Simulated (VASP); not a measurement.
Level of theory: PBE GGA + U (Dudarev), VASP's PBE PAW potentials (set 64) (plane waves; VASP).

VASP ran on this input.

### POSCAR
```
ZnSe
1
    0.0000000000     2.8350000000     2.8350000000
    2.8350000000     0.0000000000     2.8350000000
    2.8350000000     2.8350000000     0.0000000000
Zn Se
1 1
Direct
  0.0000000000   0.0000000000   0.0000000000
  0.2500000000   0.2500000000   0.2500000000
```

### INCAR
```
EDIFF  =  1E-6
SYSTEM  =  ZnSe
LDAUPRINT  =  1
LDAUTYPE  =  2
LDAU  =  T
NELM  =  100   ! most electronic steps
PREC  =  Accurate
SIGMA  =  0.05   ! width (eV)
LMAXMIX  =  4   ! l cut-off of mixed one-centre charges
ALGO  =  Normal   ! blocked Davidson
LCHARG  =  F
LDAUU  =  1.0 0
ISIF  =  2   ! forces and stress, cell fixed
LASPH  =  T
ISMEAR  =  0
GGA  =  PE   ! PBE
LWAVE  =  F
LORBIT  =  10
LDAUJ  =  0 0
LREAL  =  F
LDAUL  =  2 -1
ENCUT  =  400   ! plane-wave cut-off (eV)
```

**KPOINTS**
```
Automatic
0
Gamma
  7 7 7
```

POTCAR, in this order: Zn Se (PBE.64 set). Program: vasp_std.

Output

File OSZICAR:
```
       N       E                     dE             d eps       ncg     rms          rms(c)
DAV:   1     0.784579972276E+02    0.78458E+02   -0.77324E+03   520   0.134E+03
DAV:   2    -0.110241605940E+01   -0.79560E+02   -0.76224E+02   545   0.248E+02
DAV:   3    -0.615453190865E+01   -0.50521E+01   -0.50343E+01   675   0.665E+01
DAV:   4    -0.619786666806E+01   -0.43335E-01   -0.43327E-01   560   0.647E+00
DAV:   5    -0.619809397239E+01   -0.22730E-03   -0.22730E-03   600   0.451E-01    0.504E+00
DAV:   6    -0.594240656627E+01    0.25569E+00   -0.62354E-01   752   0.254E+01    0.374E+00
DAV:   7    -0.592447745639E+01    0.17929E-01   -0.17180E-01   575   0.403E+00    0.152E+00
DAV:   8    -0.592495904650E+01   -0.48159E-03   -0.41030E-03   590   0.629E-01    0.449E-01
DAV:   9    -0.592521939919E+01   -0.26035E-03   -0.10915E-03   575   0.273E-01    0.655E-02
DAV:  10    -0.592530402509E+01   -0.84626E-04   -0.11424E-04   593   0.942E-02    0.172E-02
DAV:  11    -0.592531877945E+01   -0.14754E-04   -0.27809E-05   585   0.391E-02    0.585E-03
DAV:  12    -0.592531998292E+01   -0.12035E-05   -0.18258E-06   561   0.133E-02    0.422E-03
DAV:  13    -0.592531994739E+01    0.35531E-07   -0.42454E-07   400   0.697E-03
   1 F= -.59253199E+01 E0= -.59253199E+01  d E =-.376566E-15
```

File OUTCAR:
```
------------------------ aborting loop because EDIFF is reached ----------------------------------------
  FORCE on cell =-STRESS in cart. coord.  units (eV):
  Direction    XX          YY          ZZ          XY          YZ          ZX
  --------------------------------------------------------------------------------------
  Total        0.5217039      0.5217039      0.5217039      0.0000000      0.0000000     -0.0000000
  in kB       18.3419496     18.3419496     18.3419496      0.0000000      0.0000000     -0.0000000
  external PRESSURE =      18.3419496 kB  Pullay stress =       0.0000000 kB
  volume of cell :       45.57
      direct lattice vectors                 reciprocal lattice vectors
     0.000000000  2.835000000  2.835000000    -0.176366843  0.176366843  0.176366843
     2.835000000  0.000000000  2.835000000     0.176366843 -0.176366843  0.176366843
     2.835000000  2.835000000  0.000000000     0.176366843  0.176366843 -0.176366843
  FREE ENERGIE OF THE ION-ELECTRON SYSTEM (eV)
  ---------------------------------------------------
  free  energy   TOTEN  =        -5.9253199474 eV

  energy  without entropy=       -5.9253199474  energy(sigma->0) =       -5.92531995

 total charge

# of ion       s       p       d       tot
------------------------------------------
    1        0.531   0.444   9.801  10.777
    2        1.436   2.431   0.029   3.896
--------------------------------------------------
tot          1.967   2.875   9.831  14.673
```
(Selected blocks of OUTCAR.)

The compound is ZnSe in the zinc blende structure. The cell was not relaxed at this level. The run is one of a series of settings (LDAU = .TRUE., LDAUJ = 0 0, LDAUL = 2 -1, LDAUTYPE = 2, LDAUU = 1.0 0 against the base run), some of them coarse on purpose.
